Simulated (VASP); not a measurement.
```yaml
crystal:
  lattice:
    - [5.71970, 0.00000, 0.00000]
    - [0.00000, 3.12328, 0.00000]
    - [0.00000, 0.00000, 5.66438]
  atoms:
    - { symbol: V, position: [0.98996, 0.25000, 0.80059] }
    - { symbol: V, position: [0.01004, 0.75000, 0.19941] }
    - { symbol: V, position: [0.51004, 0.75000, 0.30059] }
    - { symbol: V, position: [0.48996, 0.25000, 0.69941] }
    - { symbol: S, position: [0.71825, 0.75000, 0.92375] }
    - { symbol: S, position: [0.28175, 0.25000, 0.07625] }
    - { symbol: S, position: [0.78175, 0.25000, 0.42375] }
    - { symbol: S, position: [0.21825, 0.75000, 0.57625] }
```

Method: LDA (Ceperley-Alder, Perdew-Zunger), VASP's LDA PAW potentials (set 64) (plane waves; VASP 6.6.1). Numerical set-up: 400 eV cut-off, Gaussian smearing of 0.050 eV, potentials V_sv S.

Question: Give the energies of bands 31 to 44 at the high-symmetry points, in eV from the Fermi level.

Answer: 
```csv
band,Γ,X,S,Y,Z,U,R,T
31,-2.71,-3.48,-5.11,-4.87,-3.02,-3.51,-4.70,-4.33
32,-2.64,-3.48,-5.11,-4.87,-3.02,-3.51,-4.70,-4.33
33,-2.43,-1.94,-1.65,-1.42,-2.51,-2.06,-1.76,-2.67
34,-1.82,-1.94,-1.65,-1.42,-2.51,-2.06,-1.76,-2.67
35,-1.21,-0.53,-1.65,-1.40,-0.84,-1.00,-1.76,-1.33
36,-1.17,-0.53,-1.65,-1.40,-0.84,-1.00,-1.76,-1.33
37,-0.85,-0.35,0.49,-0.31,-0.68,-0.50,0.52,0.07
38,-0.67,-0.35,0.49,-0.31,-0.68,-0.50,0.52,0.07
39,-0.45,-0.26,0.49,-0.14,0.01,0.11,0.52,0.50
40,0.23,-0.26,0.49,-0.14,0.01,0.11,0.52,0.50
41,0.73,0.82,1.31,1.20,0.38,0.39,1.31,1.31
42,0.84,0.82,1.31,1.20,0.38,0.39,1.31,1.31
43,0.88,1.24,1.31,1.48,1.35,1.31,1.31,1.32
44,1.17,1.24,1.31,1.48,1.35,1.32,1.31,1.32
```

It has no gap at this level: it comes out as a metal or semimetal.

The structure comes from a computed database's VS entry (Pnma); how it stands against other phases isn't given here. It was relaxed first, which changed the volume by -7 %. The run is not spin-polarised, so no magnetic state was tried.
